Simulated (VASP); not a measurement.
Consider the following.

```
AlTi
1.0
    3.30715     0.00000     0.00000
    0.00000     3.30715     0.00000
    0.00000     0.00000     3.30715
Al Ti
1 1
Direct
  0.00000   0.00000   0.00000
  0.50000   0.50000   0.50000
```

These are PBEsol GGA, VASP's PBE PAW potentials (set 64) (plane waves; VASP) values and carry that method's errors. Run with 400 eV cut-off, 10×10×10 Γ-centred mesh, first-order Methfessel-Paxton smearing of 0.10 eV, potentials Al Ti_sv.

Energy and stress use the plane-wave basis of the starting cell.

Question: The ions, cell shape and volume are relaxed. What does this cell relax into?

Answer: 
```
AlTi
1.0
    3.15494     0.00000     0.00000
    0.00000     3.15494     0.00000
    0.00000     0.00000     3.15494
Al Ti
1 1
Direct
  0.00000   0.00000   0.00000
  0.50000   0.50000   0.50000
```
Space group Pm-3m (221), at a tolerance of 0.03 Å.

Question: How do energy and volume change from the first to the last step?

Answer: The energy (σ→0) changes by -107.0 meV/atom and the volume by -13.2 %, in 3 ionic steps.

The structure was generated: TiAl was put into the CsCl type (Pm-3m), which need not be its known phase. This run relaxes it. Symmetry was kept, so distortions that lower it aren't found. The electron count is odd and the run is not spin-polarised, which forces a metal.
